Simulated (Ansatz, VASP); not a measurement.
# Cross-check of VSb2 between VASP and Ansatz, part 2 of 2

Wanted: the spread between two codes on one cell, functional and k mesh. The cell is taken from a series of runs on this material, whose earlier steps may have relaxed, scaled, displaced or heated it; both programs get it as it stands. Valence electrons are named where the data sets of a main pair hold unlike numbers.

VASP 6.6.1 and Ansatz 0.2.0.

So far. Step 2 (Ansatz: single point, LDA, DFT+U): The run ends at a pressure of 3.77 GPa, with forces up to 0.071 eV/Å.

### 3. VASP: single point, LDA, DFT+U

Level of this step: LDA, DFT+U (V d 3.25 eV), spin-polarised from a ferromagnetic start; plane waves and PAW (Sb, V_sv) (VASP).

The same cell, functional (in two slightly different forms), mesh and smearing now go to VASP, with its own data sets.

Lines of VASP's logs that name or quote its potential files are left out, and so is its time.

Input file INCAR:

```
SYSTEM = VSb2
PREC = Accurate
ENCUT = 400
EDIFF = 1E-06
NELM = 100
ISMEAR = 1
SIGMA = 0.15
LREAL = .FALSE.
ALGO = Normal
GGA = PW92
NBANDS = 35
ISPIN = 2
MAGMOM = -0.1 -0.1 -0.1 -0.1 2.53 2.53
LDAU = .TRUE.
LDAUTYPE = 2
LDAUL = -1 2
LDAUU = 0 3.25
LDAUJ = 0 0
LDAUPRINT = 1
LASPH = .TRUE.
LMAXMIX = 4
LORBIT = 11
LWAVE = .FALSE.
LCHARG = .FALSE.
KPAR = 2
ISIF = 2
```

Input file POSCAR:

```
VSb2
1.0
   -3.2769000000      3.2769000000      2.8183000000
    3.2769000000     -3.2769000000      2.8183000000
    3.2769000000      3.2769000000     -2.8183000000
Sb V
4 2
Direct
    0.8445136800      0.6554863200      0.5000000000
    0.3445136800      0.8445136800      0.1890273500
    0.1554863200      0.3445136800      0.5000000000
    0.6554863200      0.1554863200      0.8109726500
    0.7500000000      0.7500000000      0.0000000000
    0.2500000000      0.2500000000      0.0000000000
```

Input file KPOINTS:

```
Automatic mesh
0
Gamma
8 8 8
0 0 0
```

The projector-augmented-wave data sets are Sb and V_sv (LDA family, release 64).

The run is started by

```bash
$ mpirun -np 2 vasp_std
```

Numbers of over 12 decimals in the logs are rounded to 6 here.

Log:

```text
[banner, memory and clock lines left out]
running    2 mpi-ranks, on    1 nodes
 distrk:  each k-point on    1 cores,    2 groups
 distr:  one band on    1 cores,    1 groups

 POSCAR found type information on POSCAR SbV
 POSCAR found :  2 types and       6 ions
|                                                                             |
|               ----> ADVICE to this user running VASP <----                  |
|                                                                             |
|     You enforced a specific xc type in the INCAR file but a different       |
|     [... a line on the potential file left out ...]
|     I HOPE YOU KNOW WHAT YOU ARE DOING!                                     |
|                                                                             |

 LDA part: xc-table for (Slater(with rela. corr.)+PW92), standard interpolation
 POSCAR, INCAR and KPOINTS ok, starting setup
 FFT: planning ... GRIDC
 FFT: planning ... GRID_SOFT
 FFT: planning ... GRID
 WAVECAR not read
 entering main loop
       N       E                     dE             d eps       ncg     rms          rms(c)
DAV:   1     0.388710603017E+03    0.38871E+03   -0.19808E+04  9716   0.976E+02
DAV:   2    -0.118083177857E+02   -0.40052E+03   -0.38250E+03  9453   0.315E+02
DAV:   3    -0.348392727510E+02   -0.23031E+02   -0.22076E+02 10061   0.772E+01
DAV:   4    -0.354134283814E+02   -0.57416E+00   -0.56774E+00 10271   0.120E+01
DAV:   5    -0.354212166943E+02   -0.77883E-02   -0.77844E-02  9862   0.160E+00    0.261E+01
DAV:   6    -0.390911083296E+02   -0.36699E+01   -0.35650E+01  9844   0.444E+01    0.255E+01
DAV:   7    -0.332696279739E+02    0.58215E+01   -0.24450E+01  9636   0.408E+01    0.983E+00
DAV:   8    -0.331339288555E+02    0.13570E+00   -0.20579E+00  8850   0.695E+00    0.379E+00
DAV:   9    -0.331204537515E+02    0.13475E-01   -0.28366E-01  9621   0.324E+00    0.149E+00
DAV:  10    -0.331330335837E+02   -0.12580E-01   -0.23476E-02  9148   0.952E-01    0.844E-01
DAV:  11    -0.331484385289E+02   -0.15405E-01   -0.21097E-02  9797   0.845E-01    0.434E-01
DAV:  12    -0.331523620470E+02   -0.39235E-02   -0.41369E-03 10153   0.305E-01    0.234E-01
DAV:  13    -0.331538147941E+02   -0.14527E-02   -0.11908E-03  9343   0.120E-01    0.127E-01
DAV:  14    -0.331545954757E+02   -0.78068E-03   -0.11526E-03  9157   0.138E-01    0.721E-02
DAV:  15    -0.331547443553E+02   -0.14888E-03   -0.28900E-04  9441   0.758E-02    0.294E-02
DAV:  16    -0.331547723603E+02   -0.28005E-04   -0.61438E-05  9325   0.341E-02    0.200E-02
DAV:  17    -0.331547762690E+02   -0.39088E-05   -0.11819E-05  8376   0.165E-02    0.102E-02
DAV:  18    -0.331547768365E+02   -0.56744E-06   -0.76570E-06  7325   0.138E-02
   1 F= -.33154777E+02 E0= -.33154369E+02  d E =-.122310E-02  mag=     1.9158
```

From OUTCAR (step 3):

```text
ion  position               nearest neighbor table
   1  0.845  0.655  0.500-   6 2.85   5 2.85   5 2.85   6 2.85   3 2.88   3 3.32   3 3.32   4 3.48
                             2 3.48   4 3.48   2 3.48   4 3.50   2 3.50   2 3.50   4 3.50
   2  0.345  0.845  0.189-   5 2.85   6 2.85   6 2.85   5 2.85   4 2.88   4 3.32   4 3.32   1 3.48
                             3 3.48   3 3.48   1 3.48   1 3.50   3 3.50   1 3.50   3 3.50
   3  0.155  0.345  0.500-   5 2.85   6 2.85   6 2.85   5 2.85   1 2.88   1 3.32   1 3.32   4 3.48
                             2 3.48   4 3.48   2 3.48   4 3.50   2 3.50   4 3.50   2 3.50
   4  0.655  0.155  0.811-   5 2.85   6 2.85   6 2.85   5 2.85   2 2.88   2 3.32   2 3.32   1 3.48
                             3 3.48   3 3.48   1 3.48   1 3.50   3 3.50   1 3.50   3 3.50
   5  0.750  0.750  0.000-   6 2.82   6 2.82   2 2.85   4 2.85   4 2.85   2 2.85   1 2.85   1 2.85
                             3 2.85   3 2.85
   6  0.250  0.250  0.000-   5 2.82   5 2.82   2 2.85   4 2.85   4 2.85   2 2.85   3 2.85   1 2.85
                             1 2.85   3 2.85

  LATTYP: Found a body centered tetragonal cell.
 ALAT       =     6.5538000000
 C/A-ratio  =     0.8600506576

 Subroutine GETGRP returns: Found 16 space group operations
 (whereof  8 operations were pure point group operations)

The static configuration has the point symmetry C_4h.
 The point group associated with its full space group is D_4h.

 Found     59 irreducible k-points:

   k-points           NKPTS =     59   k-points in BZ     NKDIM =     59   number of bands    NBANDS=     35

   dimension x,y,z NGX =    36 NGY =   36 NGZ =   36
   dimension x,y,z NGXF=    72 NGYF=   72 NGZF=   72

   ENCUT  =  400.0 eV  29.40 Ry    5.42 a.u.   8.85  8.85  8.85*2*pi/ulx,y,z

   NELECT =      46.0000    total number of electrons

 k-points in reciprocal lattice and weights: Automatic mesh
   0.00000000  0.00000000  0.00000000       0.002
   0.12500000  0.00000000  0.00000000       0.016
   0.25000000  0.00000000  0.00000000       0.016
   0.37500000  0.00000000  0.00000000       0.016
   0.50000000  0.00000000  0.00000000       0.008
   0.12500000  0.12500000  0.00000000       0.016
   0.25000000  0.12500000  0.00000000       0.031
   0.37500000  0.12500000 -0.00000000       0.031
   0.50000000  0.12500000  0.00000000       0.031
[...]
-0.37500000 -0.37500000  0.37500000       0.004
   0.50000000  0.50000000  0.50000000       0.002

atom =   5  type =  2  l = 2

 onsite density matrix

spin component  1

  0.5454 -0.0000  0.0000 -0.0000 -0.0000
 -0.0000  0.2401 -0.0000 -0.0000  0.0000
[...]
o =  0.1547  v =  0.0000  0.0000  0.0000  0.0000  0.0000  0.0000  0.0510  0.0000  0.9987 -0.0000      0.0000  0.0000  0.0000  0.0000  0.0000  0.0000  0.0000  0.0000  0.0000  0.0000
  o =  0.1685  v =  0.0000  0.0000  0.0000  0.0000  0.0000  1.0000  0.0000  0.0000  0.0000  0.0000      0.0000  0.0000  0.0000  0.0000  0.0000  0.0000  0.0000  0.0000  0.0000  0.0000
  o =  0.2136  v =  0.0000  0.0000  0.0000  0.0000  0.0000  0.0000 -0.0000 -0.0000 -0.0000 -1.0000      0.0000  0.0000  0.0000  0.0000  0.0000  0.0000  0.0000  0.0000  0.0000  0.0000
  o =  0.2401  v =  0.0000  0.9752  0.0000  0.2211  0.0000  0.0000  0.0000  0.0000  0.0000  0.0000      0.0000  0.0000  0.0000  0.0000  0.0000  0.0000  0.0000  0.0000  0.0000  0.0000
  o =  0.2401  v =  0.0000  0.2211 -0.0000 -0.9752  0.0000  0.0000  0.0000  0.0000  0.0000  0.0000      0.0000  0.0000  0.0000  0.0000  0.0000  0.0000  0.0000  0.0000  0.0000  0.0000
  o =  0.3314  v =  0.0000  0.0000  0.0000  0.0000  0.0000  0.0000 -0.0000  1.0000 -0.0000 -0.0000      0.0000  0.0000  0.0000  0.0000  0.0000  0.0000  0.0000  0.0000  0.0000  0.0000
  o =  0.4614  v =  0.0000 -0.0000  0.0000  0.0000  1.0000  0.0000  0.0000  0.0000  0.0000  0.0000      0.0000  0.0000  0.0000  0.0000  0.0000  0.0000  0.0000  0.0000  0.0000  0.0000
  o =  0.5454  v =  1.0000  0.0000  0.0000  0.0000  0.0000  0.0000  0.0000  0.0000  0.0000  0.0000      0.0000  0.0000  0.0000  0.0000  0.0000  0.0000  0.0000  0.0000  0.0000  0.0000
  o =  0.6016  v =  0.0000 -0.0000 -1.0000  0.0000  0.0000  0.0000  0.0000  0.0000  0.0000  0.0000      0.0000  0.0000  0.0000  0.0000  0.0000  0.0000  0.0000  0.0000  0.0000  0.0000

 average (electrostatic) potential at core
       1 -83.3884       2 -83.3884       3 -83.3884       4 -83.3884       5 -70.9040
       6 -70.9040

 E-fermi :  10.4569

 spin component 1
 k-point     1 :       0.0000    0.0000    0.0000
  band No.  band energies     occupation
    ...
     20       7.3976      1.00000
     21       7.9807      1.00000
     22       8.1209      1.00000
     23       9.4071      1.00000
     24       9.4808      1.00000
     25      11.0123     -0.00000
     26      11.0849     -0.00000
     27      11.1404     -0.00000
     28      11.1404     -0.00000
     29      11.2681     -0.00000
    ...

 k-point     2 :       0.1250    0.0000    0.0000
  band No.  band energies     occupation
    ...
     20       7.6163      1.00000
     21       7.9745      1.00000
     22       8.1707      1.00000
     23       9.5061      1.00000
     24       9.6184      1.00000
     25      10.9523     -0.00002
     26      10.9743     -0.00001
     27      11.0320     -0.00000
     28      11.1843     -0.00000
     29      11.3879     -0.00000
    ...

 k-point     3 :       0.2500    0.0000    0.0000
  band No.  band energies     occupation
    ...
     20       7.9991      1.00000
     21       8.3698      1.00000
     22       8.6311      1.00000
     23       9.6092      1.00000
     24       9.8495      1.00000
     25      10.7622     -0.00712
     26      10.7885     -0.00382
     27      10.9745     -0.00001
     28      11.4252     -0.00000
     29      11.5146     -0.00000
    ...

 k-point     4 :       0.3750    0.0000    0.0000
  band No.  band energies     occupation
    ...
     20       8.2959      1.00000
     21       8.7797      1.00000
     22       9.2347      1.00000
     23       9.8689      1.00000
     24       9.9392      1.00001
     25      10.5152      0.19702
     26      10.6135     -0.02908
     27      11.0045     -0.00000
     28      11.5067     -0.00000
     29      11.7427     -0.00000
    ...

 k-point     5 :       0.5000    0.0000    0.0000
  band No.  band energies     occupation
    ...
     22       9.2056      1.00000
     23      10.1002      1.00196
     24      10.1002      1.00196
     25      10.2676      1.03525
     26      10.2676      1.03525
     27      11.2645     -0.00000
     28      11.2645     -0.00000
     29      11.8954     -0.00000
     30      11.8954     -0.00000
     31      12.9263     -0.00000
    ...

 k-point     6 :       0.1250    0.1250    0.0000
  band No.  band energies     occupation
    ...
     20       8.0635      1.00000
     21       8.2533      1.00000
     22       8.5668      1.00000
     23       9.4079      1.00000
     24       9.8003      1.00000
     25      10.7305     -0.01353
     26      10.8337     -0.00110
     27      10.9586     -0.00001
     28      11.2959     -0.00000
     29      11.7597     -0.00000
    ...

  Total       -1.9906580     -1.9906580     -1.9427926      0.0000000     -0.0000000     -0.0000000
  in kB      -26.3471502    -26.3471502    -25.7136326      0.0000000     -0.0000000     -0.0000000
  external PRESSURE =     -26.1359777 kB  Pullay stress =       0.0000000 kB

  energy-cutoff  :      400.00
  volume of cell :      121.05
      direct lattice vectors                 reciprocal lattice vectors
    -3.276900000  3.276900000  2.818300000     0.000000000  0.152583234  0.177411915
     3.276900000 -3.276900000  2.818300000     0.152583234  0.000000000  0.177411915
     3.276900000  3.276900000 -2.818300000     0.152583234  0.152583234  0.000000000

 POSITION                                       TOTAL-FORCE (eV/Angst)
 -----------------------------------------------------------------------------------
      1.01903      2.25787      2.81830        -0.006020      0.006020      0.000000
      2.25787     -1.01903      2.81830         0.006020      0.006020      0.000000
      2.25787      1.01903      0.00000         0.006020     -0.006020      0.000000
      1.01903      4.29593     -0.00000        -0.006020     -0.006020     -0.000000
      0.00000      0.00000      4.22745        -0.000000      0.000000      0.000000
      0.00000      0.00000      1.40915        -0.000000     -0.000000      0.000000
 -----------------------------------------------------------------------------------
    total drift:                                0.000000     -0.000000      0.000000

  FREE ENERGIE OF THE ION-ELECTRON SYSTEM (eV)
  ---------------------------------------------------
  free  energy   TOTEN  =       -33.1547768365 eV

  energy  without entropy=      -33.1535537322  energy(sigma->0) =      -33.15436914

 total charge
# of ion       s       p       d       tot
------------------------------------------
    1        1.167   1.257   0.061   2.484
    2        1.167   1.257   0.061   2.484
    3        1.167   1.257   0.061   2.484
    4        1.167   1.257   0.061   2.484
    5        2.222   6.158   3.084  11.465
    6        2.222   6.158   3.084  11.465
--------------------------------------------------
tot          9.110  17.344   6.412  32.866

 magnetization (x)
# of ion       s       p       d       tot
------------------------------------------
    1       -0.008  -0.060   0.003  -0.065
    2       -0.008  -0.060   0.003  -0.065
    3       -0.008  -0.060   0.003  -0.065
    4       -0.008  -0.060   0.003  -0.065
    5        0.011   0.007   1.061   1.079
    6        0.011   0.007   1.061   1.079
--------------------------------------------------
tot         -0.010  -0.225   2.135   1.900

[... 6 further parts left out ...]
```

The magnetic state follows from one typed start and may not be the lowest. A U on the itinerant d states of such a compound is hard to justify; it moves the bands at the Fermi level and favours large moments.

### 4. Differences

Known differences besides the potentials themselves: VASP starts from the moments at which Ansatz ended; U acts on the PAW sphere in VASP and on atomic orbitals in Ansatz, so only states and trends compare; the data sets hold 86 valence electrons in Ansatz (on its default PAW (the set named soft_2) files) and 46 in VASP; the cutoff is 420 eV in Ansatz and 400 eV in VASP; VASP's log shows a relativistic correction to its local exchange, Ansatz's none; site moments are counted in spheres of each program's own size. Total energies have different zeros and are not compared.

Compared:

```
                                        quantity  Ansatz   VASP  difference
                                  pressure (GPa)    3.77  -2.61       +6.39
pressure without Ansatz's Pulay correction (GPa)    3.72  -2.61       +6.33
                               total moment (μB)    5.08   1.92       +3.17
                               moment on V6 (μB)    2.54   1.08       +1.46
                               moment on V5 (μB)    2.54   1.08       +1.46
                              moment on Sb1 (μB)   -0.10  -0.07       -0.04
                              moment on Sb2 (μB)   -0.10  -0.07       -0.04
                              moment on Sb4 (μB)   -0.10  -0.07       -0.04
                              moment on Sb3 (μB)   -0.10  -0.07       -0.04
```

At this near-relaxed geometry the largest component of a force difference is 56 meV/Å. By their total or site moments the two runs ended in different magnetic states; the other differences may follow from that, so they don't measure the programs' precision. Ansatz's pressure holds a Pulay correction of 0.06 GPa; VASP's holds none.

### 5. Other set-ups

Further runs change the set-up of one program: Ansatz's method, potentials or start, or VASP's data sets, cutoff or form of LDA. The table gives Ansatz less VASP for each quantity, since a change that brings one quantity closer may part another.

```
                                                                                                        run  r.m.s. force difference (meV/Å)  pressure (GPa)  total moment (μB)  pressure without Ansatz's Pulay correction (GPa)
                                                                                                   as above                               37             6.4                3.2                                               6.3
VASP with the data sets Sb_d_GW and V_sv_GW, a cutoff of 620 eV and GGA = CA, the Perdew-Zunger form of LDA                              5.2             8.4                4.0                                               8.3
```

### 6. Outcome

| Item | Value |
| --- | --- |
| difference in total moment (single point, LDA, DFT+U) | 3.2 μB |

What this shows: The difference in total moment is 3.2 μB (single point, LDA, DFT+U). The data sets hold unlike numbers of valence electrons (86 in Ansatz and 46 in VASP), so part of the differences comes from the potentials. The runs of the single point, LDA, DFT+U pair ended with unlike moments, so it says little about numerical agreement. Single point, LDA, DFT+U, VASP with the data sets Sb_d_GW and V_sv_GW, a cutoff of 620 eV and GGA = CA, the Perdew-Zunger form of LDA: r.m.s. force difference goes from 37 to 5.2 meV/Å; the difference in pressure goes from 6.4 to 8.4 GPa; the difference in pressure without Ansatz's Pulay correction goes from 6.3 to 8.3 GPa. How closely two codes agree says nothing of how well the functional describes the real material.

[Lines on the potential files, build, host, timing and source positions are cut from VASP's logs without a mark.]

[Logs are printed without paths, hosts, clocks, repeated set-up lines and the standing remarks that a program may print on its own settings, such as how far it seeks lower states.]

[Hosts, paths, dates, database ids (printed as entryN), source tags and the programs' standing remarks are cut or masked in the printed files.]
